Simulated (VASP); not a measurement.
Data:

```yaml
crystal:
  lattice:
    - [-2.64000, 2.64000, 2.64000]
    - [2.64000, -2.64000, 2.64000]
    - [2.64000, 2.64000, -2.64000]
  atoms:
    - { symbol: K, position: [0.00000, 0.00000, 0.00000] }
```

The numbers are results of PW91 GGA, VASP's PBE PAW potentials (set 64) (plane waves; VASP), not measurements. Settings: 520 eV cut-off, Gaussian smearing of 0.050 eV, potentials K_sv.

Task: Give the energies of bands 5 to 7 at the high-symmetry points, in eV from the Fermi level.

Result: 
```tsv
band	Γ	H	N	P
5	-2.19	1.63	0.41	1.43
6	4.22	1.63	0.65	1.43
7	4.22	3.44	3.11	1.43
```

It has no gap at this level: it comes out as a metal or semimetal.

The compound is K in the bcc structure. The cell was not relaxed at this level.
